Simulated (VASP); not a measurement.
Calculation: PBE GGA, VASP's PBE PAW potentials (set 64) (plane waves; VASP 6.6.1).

VASP ran on this input.

File KPOINTS:
```
Automatic mesh
0
Gamma
1 1 1
0 0 0
```

INCAR:
```
SYSTEM = AlGa31As32
PREC = Normal; ENCUT = 400; LREAL = Auto
LASPH = .TRUE.; ISYM = 0
EDIFF = 1E-5; NELM = 100; NELMIN = 4
ALGO = Fast; LMAXMIX = 4
ISMEAR = 0; SIGMA = 0.05
GGA = PE
IBRION = 2; NSW = 60; ISIF = 2
EDIFFG = -0.03
LWAVE = .TRUE.; LCHARG = .FALSE.
```

POSCAR:
```
AlGa31As32
1.0
 11.5222104212   0.0000000000   0.0000000000
  0.0000000000  11.5222104212   0.0000000000
  0.0000000000   0.0000000000  11.5222104212
Ga As Al
31 32 1
Cart
  5.7611052106   0.0000000000   0.0000000000
  8.6416578159   2.8805526053   0.0000000000
  8.6416578159   0.0000000000   2.8805526053
  0.0000000000   0.0000000000   0.0000000000
  2.8805526053   2.8805526053   0.0000000000
  5.7611052106   5.7611052106   0.0000000000
  8.6416578159   8.6416578159   0.0000000000
  2.8805526053   0.0000000000   2.8805526053
  5.7611052106   2.8805526053   2.8805526053
  8.6416578159   5.7611052106   2.8805526053
  5.7611052106   0.0000000000   5.7611052106
  8.6416578159   2.8805526053   5.7611052106
  8.6416578159   0.0000000000   8.6416578159
  0.0000000000   5.7611052106   0.0000000000
  2.8805526053   8.6416578159   0.0000000000
  0.0000000000   2.8805526053   2.8805526053
  2.8805526053   5.7611052106   2.8805526053
  5.7611052106   8.6416578159   2.8805526053
  0.0000000000   0.0000000000   5.7611052106
  2.8805526053   2.8805526053   5.7611052106
  8.6416578159   8.6416578159   5.7611052106
  2.8805526053   0.0000000000   8.6416578159
  5.7611052106   2.8805526053   8.6416578159
  8.6416578159   5.7611052106   8.6416578159
  0.0000000000   8.6416578159   2.8805526053
  0.0000000000   5.7611052106   5.7611052106
  2.8805526053   8.6416578159   5.7611052106
  0.0000000000   2.8805526053   8.6416578159
  2.8805526053   5.7611052106   8.6416578159
  5.7611052106   8.6416578159   8.6416578159
  0.0000000000   8.6416578159   8.6416578159
  7.2013815133   1.4402763027   1.4402763027
 10.0819341186   4.3208289080   1.4402763027
 10.0819341186   1.4402763027   4.3208289080
  1.4402763027   1.4402763027   1.4402763027
  4.3208289080   4.3208289080   1.4402763027
  7.2013815133   7.2013815133   1.4402763027
 10.0819341186  10.0819341186   1.4402763027
  4.3208289080   1.4402763027   4.3208289080
  7.2061401862   4.3684732480   4.3613409998
 10.0819341186   7.2013815133   4.3208289080
  7.2013815133   1.4402763027   7.2013815133
 10.0819341186   4.3208289080   7.2013815133
 10.0819341186   1.4402763027  10.0819341186
  1.4402763027   7.2013815133   1.4402763027
  4.3208289080  10.0819341186   1.4402763027
  1.4402763027   4.3208289080   4.3208289080
  4.3316136969   7.2208425267   4.3249423371
  7.2013815133  10.0819341186   4.3208289080
  1.4402763027   1.4402763027   7.2013815133
  4.3332037619   4.3685884701   7.2182615515
  7.1771157381   7.1596250227   7.2191141951
 10.0819341186  10.0819341186   7.2013815133
  4.3208289080   1.4402763027  10.0819341186
  7.2013815133   4.3208289080  10.0819341186
 10.0819341186   7.2013815133  10.0819341186
  1.4402763027  10.0819341186   4.3208289080
  1.4402763027   7.2013815133   7.2013815133
  4.3208289080  10.0819341186   7.2013815133
  1.4402763027   4.3208289080  10.0819341186
  4.3208289080   7.2013815133  10.0819341186
  7.2013815133  10.0819341186  10.0819341186
  1.4402763027  10.0819341186  10.0819341186
  5.7556897717   5.7330140616   5.8004305148
```

POTCAR, in this order: Ga As Al (PBE.64 set). Program: vasp_gam.

Output of the run:

### OUTCAR
```
 ion  position               nearest neighbor table
   1  0.500  0.000  0.000-  32 2.49  46 2.49  54 2.49  62 2.49
   2  0.750  0.250  0.000-  32 2.49  33 2.49  44 2.49  55 2.49
   3  0.750  0.000  0.250-  32 2.49  34 2.49  38 2.49  49 2.49
   4  0.000  0.000  0.000-  35 2.49  38 2.49  44 2.49  63 2.49
   5  0.250  0.250  0.000-  35 2.49  36 2.49  54 2.49  60 2.49
   6  0.500  0.500  0.000-  36 2.49  37 2.49  55 2.49  61 2.49
   7  0.750  0.750  0.000-  37 2.49  38 2.49  56 2.49  62 2.49
   8  0.250  0.000  0.250-  35 2.49  39 2.49  46 2.49  57 2.49
   9  0.500  0.250  0.250-  32 2.49  36 2.49  39 2.49  40 2.55
  10  0.750  0.500  0.250-  40 2.49  37 2.49  33 2.49  41 2.49
  11  0.500  0.000  0.500-  39 2.49  42 2.49  49 2.49  59 2.49
  12  0.750  0.250  0.500-  34 2.49  42 2.49  43 2.49  40 2.50
  13  0.750  0.000  0.750-  42 2.49  44 2.49  53 2.49  62 2.49
  14  0.000  0.500  0.000-  33 2.49  45 2.49  56 2.49  60 2.49
  15  0.250  0.750  0.000-  45 2.49  46 2.49  61 2.49  63 2.49
  16  0.000  0.250  0.250-  33 2.49  34 2.49  35 2.49  47 2.49
  17  0.250  0.500  0.250-  36 2.49  45 2.49  47 2.49  48 2.51
  18  0.500  0.750  0.250-  48 2.48  46 2.49  37 2.49  49 2.49
  19  0.000  0.000  0.500-  34 2.49  50 2.49  53 2.49  57 2.49
  20  0.250  0.250  0.500-  39 2.49  47 2.49  50 2.49  51 2.54
  21  0.750  0.750  0.500-  41 2.49  49 2.49  53 2.49  52 2.54
  22  0.250  0.000  0.750-  50 2.49  54 2.49  59 2.49  63 2.49
  23  0.500  0.250  0.750-  42 2.49  54 2.49  55 2.49  51 2.51
  24  0.750  0.500  0.750-  52 2.47  43 2.49  55 2.49  56 2.49
  25  0.000  0.750  0.250-  38 2.49  41 2.49  45 2.49  57 2.49
  26  0.000  0.500  0.500-  41 2.49  43 2.49  47 2.49  58 2.49
  27  0.250  0.750  0.500-  48 2.49  57 2.49  58 2.49  59 2.49
  28  0.000  0.250  0.750-  43 2.49  44 2.49  50 2.49  60 2.49
  29  0.250  0.500  0.750-  51 2.46  58 2.49  60 2.49  61 2.49
  30  0.500  0.750  0.750-  59 2.49  61 2.49  62 2.49  52 2.50
  31  0.000  0.750  0.750-  53 2.49  56 2.49  58 2.49  63 2.49
  32  0.625  0.125  0.125-   1 2.49   2 2.49   3 2.49   9 2.49
  33  0.875  0.375  0.125-   2 2.49  10 2.49  14 2.49  16 2.49
  34  0.875  0.125  0.375-   3 2.49  12 2.49  16 2.49  19 2.49
  35  0.125  0.125  0.125-   4 2.49   5 2.49   8 2.49  16 2.49
  36  0.375  0.375  0.125-   5 2.49   6 2.49   9 2.49  17 2.49
  37  0.625  0.625  0.125-   6 2.49   7 2.49  10 2.49  18 2.49
  38  0.875  0.875  0.125-   3 2.49   4 2.49   7 2.49  25 2.49
  39  0.375  0.125  0.375-   8 2.49   9 2.49  11 2.49  20 2.49
...
```

File OSZICAR:
```
       N       E                     dE             d eps       ncg     rms          rms(c)
DAV:   1     0.152396676493E+04    0.15240E+04   -0.92458E+04   322   0.112E+03
DAV:   2    -0.730099975753E+02   -0.15970E+04   -0.15109E+04   411   0.201E+02
DAV:   3    -0.260098017976E+03   -0.18709E+03   -0.18319E+03   388   0.718E+01
DAV:   4    -0.265999253618E+03   -0.59012E+01   -0.58536E+01   372   0.133E+01
DAV:   5    -0.266145288443E+03   -0.14603E+00   -0.14572E+00   404   0.207E+00    0.206E+01
RMM:   6    -0.260986151500E+03    0.51591E+01   -0.77085E+00   322   0.383E+00    0.121E+01
RMM:   7    -0.260265224368E+03    0.72093E+00   -0.11226E+01   322   0.451E+00    0.291E+00
RMM:   8    -0.260213701610E+03    0.51523E-01   -0.22034E+00   322   0.249E+00    0.125E+00
RMM:   9    -0.260129074145E+03    0.84627E-01   -0.24176E-01   326   0.841E-01    0.310E-01
RMM:  10    -0.260145475742E+03   -0.16402E-01   -0.11496E-01   326   0.474E-01    0.406E-01
RMM:  11    -0.260136782532E+03    0.86932E-02   -0.25475E-02   322   0.272E-01    0.500E-02
RMM:  12    -0.260137327848E+03   -0.54532E-03   -0.71248E-03   326   0.123E-01    0.826E-02
RMM:  13    -0.260137304028E+03    0.23820E-04   -0.52840E-04   326   0.495E-02    0.758E-02
RMM:  14    -0.260137079070E+03    0.22496E-03   -0.41250E-04   323   0.324E-02    0.222E-02
RMM:  15    -0.260137104332E+03   -0.25262E-04   -0.31478E-04   323   0.237E-02    0.137E-02
RMM:  16    -0.260137100815E+03    0.35169E-05   -0.24753E-05   206   0.107E-02
   1 F= -.26013710E+03 E0= -.26013530E+03  d E =-.260137E+03
       N       E                     dE             d eps       ncg     rms          rms(c)
DAV:   1    -0.260176065666E+03   -0.38961E-01   -0.14543E+00   364   0.213E+00    0.388E-01
RMM:   2    -0.260183505891E+03   -0.74402E-02   -0.88661E-02   322   0.515E-01    0.129E-01
RMM:   3    -0.260184420732E+03   -0.91484E-03   -0.12401E-02   326   0.203E-01    0.750E-02
RMM:   4    -0.260184486103E+03   -0.65371E-04   -0.23999E-03   327   0.872E-02    0.310E-02
RMM:   5    -0.260184542450E+03   -0.56348E-04   -0.57940E-04   350   0.411E-02    0.193E-02
RMM:   6    -0.260184548637E+03   -0.61868E-05   -0.94441E-05   292   0.183E-02
   2 F= -.26018455E+03 E0= -.26018286E+03  d E =-.474478E-01
       N       E                     dE             d eps       ncg     rms          rms(c)
DAV:   1    -0.260187887449E+03   -0.33450E-02   -0.27559E-01   356   0.926E-01    0.172E-01
RMM:   2    -0.260189332800E+03   -0.14454E-02   -0.17220E-02   322   0.229E-01    0.565E-02
RMM:   3    -0.260189521779E+03   -0.18898E-03   -0.24697E-03   327   0.912E-02    0.326E-02
RMM:   4    -0.260189538180E+03   -0.16401E-04   -0.47069E-04   328   0.389E-02    0.145E-02
RMM:   5    -0.260189548810E+03   -0.10630E-04   -0.10985E-04   293   0.185E-02    0.867E-03
RMM:   6    -0.260189550225E+03   -0.14151E-05   -0.16261E-05   206   0.810E-03
   3 F= -.26018955E+03 E0= -.26018785E+03  d E =-.524494E-01
       N       E                     dE             d eps       ncg     rms          rms(c)
DAV:   1    -0.260191382910E+03   -0.18341E-02   -0.82168E-02   340   0.528E-01    0.100E-01
RMM:   2    -0.260191842282E+03   -0.45937E-03   -0.56286E-03   322   0.133E-01    0.307E-02
RMM:   3    -0.260191912388E+03   -0.70106E-04   -0.84254E-04   326   0.533E-02    0.194E-02
RMM:   4    -0.260191916335E+03   -0.39468E-05   -0.14834E-04   324   0.221E-02    0.859E-03
RMM:   5    -0.260191919214E+03   -0.28795E-05   -0.32600E-05   225   0.104E-02
   4 F= -.26019192E+03 E0= -.26019022E+03  d E =-.236899E-02
       N       E                     dE             d eps       ncg     rms          rms(c)
DAV:   1    -0.260192101977E+03   -0.18564E-03   -0.14820E-02   364   0.224E-01    0.429E-02
RMM:   2    -0.260192188091E+03   -0.86114E-04   -0.10434E-03   322   0.575E-02    0.133E-02
RMM:   3    -0.260192202127E+03   -0.14036E-04   -0.16302E-04   317   0.233E-02    0.857E-03
RMM:   4    -0.260192203076E+03   -0.94937E-06   -0.27592E-05   212   0.963E-03
   5 F= -.26019220E+03 E0= -.26019050E+03  d E =-.265285E-02
       N       E                     dE             d eps       ncg     rms          rms(c)
DAV:   1    -0.260192206752E+03   -0.46254E-05   -0.36734E-04   380   0.355E-02    0.688E-03
RMM:   2    -0.260192209405E+03   -0.26527E-05   -0.29045E-05   200   0.975E-03    0.276E-03
RMM:   3    -0.260192209926E+03   -0.52090E-06   -0.47867E-06   161   0.408E-03    0.192E-03
RMM:   4    -0.260192209969E+03   -0.42779E-07   -0.39940E-07    57   0.169E-03
   6 F= -.26019221E+03 E0= -.26019051E+03  d E =-.265974E-02
       N       E                     dE             d eps       ncg     rms          rms(c)
DAV:   1    -0.260192708127E+03   -0.49820E-03   -0.11447E-02   340   0.203E-01    0.386E-02
RMM:   2    -0.260192762327E+03   -0.54200E-04   -0.71038E-04   322   0.494E-02    0.138E-02
RMM:   3    -0.260192773501E+03   -0.11174E-04   -0.12430E-04   315   0.206E-02    0.904E-03
RMM:   4    -0.260192773597E+03   -0.95717E-07   -0.15305E-05   200   0.798E-03
   7 F= -.26019277E+03 E0= -.26019107E+03  d E =-.563628E-03
       N       E                     dE             d eps       ncg     rms          rms(c)
DAV:   1    -0.260192936111E+03   -0.16261E-03   -0.15897E-02   356   0.239E-01    0.458E-02
RMM:   2    -0.260193011931E+03   -0.75819E-04   -0.99575E-04   322   0.585E-02    0.166E-02
RMM:   3    -0.260193028743E+03   -0.16812E-04   -0.18122E-04   341   0.246E-02    0.111E-02
RMM:   4    -0.260193028967E+03   -0.22438E-06   -0.21641E-05   209   0.955E-03
   8 F= -.26019303E+03 E0= -.26019133E+03  d E =-.818998E-03
```

### OUTCAR
```
------------------------ aborting loop because EDIFF is reached ----------------------------------------
  FORCE on cell =-STRESS in cart. coord.  units (eV):
  Direction    XX          YY          ZZ          XY          YZ          ZX
  --------------------------------------------------------------------------------------
  Total        1.4304545      1.4213772      1.4230547      0.0536193     -0.0054865     -0.0107642
  in kB        1.4982256      1.4887183      1.4904753      0.0561596     -0.0057464     -0.0112742
  external PRESSURE =       1.4924731 kB  Pullay stress =       0.0000000 kB
  volume of cell :     1529.70
      direct lattice vectors                 reciprocal lattice vectors
    11.522210421  0.000000000  0.000000000     0.086788903  0.000000000  0.000000000
     0.000000000 11.522210421  0.000000000     0.000000000  0.086788903  0.000000000
     0.000000000  0.000000000 11.522210421     0.000000000  0.000000000  0.086788903
  FREE ENERGIE OF THE ION-ELECTRON SYSTEM (eV)
  ---------------------------------------------------
  free  energy   TOTEN  =      -260.1930289669 eV

  energy  without entropy=     -260.1896231291  energy(sigma->0) =     -260.19132605

 reached required accuracy - stopping structural energy minimisation
```
(Selected blocks of OUTCAR.)

CONTCAR:
```
AlGa31As32
   1.00000000000000
    11.5222104212000005    0.0000000000000000    0.0000000000000000
     0.0000000000000000   11.5222104212000005    0.0000000000000000
     0.0000000000000000    0.0000000000000000   11.5222104212000005
  Ga              As              Al
    31    32     1
Direct
     0.5000183239191720    0.0001109088701157    0.0001464143707659
     0.7500188029031550    0.2498236329420963    0.0002775351730898
     0.7499852148608100    0.9999932644479039    0.2500363147765603
     0.9999776963402645    0.9999639109846331    0.9999783432128957
     0.2501532864186300    0.2500502800256277    0.0001578799691546
     0.4999153429751986    0.4998965184969749    0.0001599652718550
     0.7499848961562801    0.7500142445700276    0.9999803725822078
     0.2501334043276132    0.0001739991007571    0.2501177995690607
     0.5006020030007932    0.2506788995026273    0.2507051799052619
     0.7499910089749838    0.5001717404806184    0.2502849330921465
     0.4999339897148178    0.0000430385507962    0.4999163393122099
     0.7498899404593274    0.2502278856168126    0.5000160282315630
     0.7499984243596487    0.9999655983953891    0.7499379477931575
     0.9999309426875946    0.5000140837161855    0.0002232497342301
     0.2498682549899949    0.7501008411476667    0.0002484255294076
     0.0000541490377595    0.2500920167983978    0.2500645749285700
     0.2504360007842694    0.5004478030410117    0.2504118133417336
     0.5000350563706900    0.7500326225386537    0.2501572563385824
     0.9998816128364124    0.9999846097468007    0.5000503302268166
     0.2503205132683198    0.2504030127318538    0.5004633316394727
     0.7494039556156644    0.7493519678945574    0.5006097377502221
     0.2499788686441805    0.0000244650364592    0.7499772942900742
     0.4999724647810943    0.2500507061623302    0.7500970963979650
     0.7502410439680625    0.4996950790468570    0.7504193628303816
     0.0000395898496829    0.7500507083484099    0.2500127290340871
     0.0000357358842764    0.4999385478281367    0.4998932514580760
     0.2501560291594696    0.7500099838698241    0.4998691348110836
     0.0001380351475204    0.2498919137685375    0.7499838512053432
     0.2494291818627518    0.5005339524997903    0.7506062106520874
     0.5000191423433848    0.7500062239781062    0.7501587127691014
     0.9998797994122668    0.7501433199143520    0.7499332280504736
     0.6248292574087109    0.1251767416872425    0.1253075000267370
     0.8749336272841188    0.3750761188792011    0.1251237098909821
     0.8749617644639289    0.1250984562188649    0.3751128017999410
     0.1249974681418074    0.1250167743474302    0.1249984460056246
     0.3751527537009354    0.3749994228434540    0.1253474133764280
     0.6249941583719377    0.6250111802183514    0.1250009756097376
     0.8749860327421641    0.8750112838162883    0.1249993734374363
     0.3751021486434193    0.1253792968392108    0.3750958083335034
     0.6245469502261978    0.3760967823170234    0.3760619103576852
     0.8749231045359471    0.6251400630756352    0.3752409769939062
     0.6249777293297584    0.1250778547904353    0.6250257912283476
     0.8751192772353370    0.3749367312482346    0.6250501432969819
     0.8750145362719285    0.1250066354501484    0.8750057659365569
     0.1250523397894242    0.6248789994988150    0.1251447414855500
     0.3750510979375730    0.8750824160247047    0.1250720341662991
     0.1252417602037864    0.3750401226529788    0.3750657815728745
     0.3755852130388070    0.6247908125898692    0.3756081071376352
     0.6251273388344067    0.8748535207848075    0.3752126119204558
     0.1250862684288393    0.1250596840678864    0.6249151043950313
     0.3751471849318853    0.3757741357613966    0.6252540232458872
     0.6244629849954787    0.6242391757015439    0.6251470549607746
     0.8747797189722407    0.8748781400548796    0.6248503004840684
     0.3750584177703543    0.1250186594998593    0.8750195037396542
     0.6249713368430466    0.3748671199434144    0.8751908749482638
     0.8751191982327399    0.6249347059968148    0.8751055712903367
     0.1250220609618392    0.8751092659294027    0.3750920260649081
     0.1248816558408926    0.6251673129358234    0.6249259057498795
     0.3750198610858613    0.8749882127833124    0.6250615235559738
     0.1248375274169033    0.3749810226864100    0.8752397586490388
     0.3750132473423348    0.6251318062300861    0.8752595639535021
     0.6249095663871187    0.8751109084279838    0.8750750884644316
     0.1250011887640423    0.8750164403602098    0.8749925872457816
     0.4995175128121539    0.5000714162859684    0.5007925764281549
```

The supercell is sampled at Γ alone, which is coarse: total energies, pressure and levels can be off, energies of defects by several tenths of an eV.

The cell is a supercell with a defect, built from GaAs (zinc blende): Al_Ga. The run is not spin-polarised, so no state with unpaired spins was tried.
